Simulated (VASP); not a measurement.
Ba4Si:

```xyz
5
Lattice="-3.9635 3.9635 3.9635 3.9635 -3.9635 3.9635 3.9635 3.9635 -3.9635" Properties=species:S:1:pos:R:3 pbc="T T T"
Ba    1.9818    1.9818    1.9818
Ba   -1.9818    1.9818    1.9818
Ba    1.9818    1.9818   -1.9818
Ba    1.9818   -1.9818    1.9818
Si    0.0000    0.0000    0.0000
```

The cell was built by a generator and needn't be a form met in nature.

* Program: VASP 6.6.1
* Task: relaxation of cell and atoms
* Functional: PBE
* Dispersion: D3(BJ)
* Potentials or basis: VASP PAW PBE potentials, release 64 (Ba_sv, Si)
* Cutoff: 600 eV
* k mesh: 4 × 4 × 4
* Occupations: fermi-dirac, width 0.05 eV
* Spin: no spin polarisation

At the start: pressure -0.6 GPa; volume 49.81 Å³/atom.

How do energy, volume and symmetry change on relaxing?

Over 3 steps the energy falls by 3.4 meV/atom and the volume is 48.01 Å³/atom (-3.6 %); space group Im-3m (No. 229, to 0.05 Å).

The path:
| step | energy change (eV) | largest force (eV/Å) | pressure (GPa) | volume (Å³) |
| --- | --- | --- | --- | --- |
| 1 | 0.0000 | 0.0000 | -0.57 | 249.06 |
| 2 | -0.0152 | 0.0000 | -0.18 | 242.69 |
| 3 | -0.0168 | 0.0000 | -0.01 | 240.07 |

Final structure:
```yaml
crystal:
  lattice:
    - [-3.91522, 3.91522, 3.91522]
    - [3.91522, -3.91522, 3.91522]
    - [3.91522, 3.91522, -3.91522]
  atoms:
    - { symbol: Ba, position: [0.50000, 0.50000, 0.50000] }
    - { symbol: Ba, position: [0.50000, 0.00000, 0.00000] }
    - { symbol: Ba, position: [0.00000, 0.00000, 0.50000] }
    - { symbol: Ba, position: [0.00000, 0.50000, 0.00000] }
    - { symbol: Si, position: [0.00000, 0.00000, 0.00000] }
```

Caveat: pairwise dispersion overbinds metals, which lowers pressure and volume.
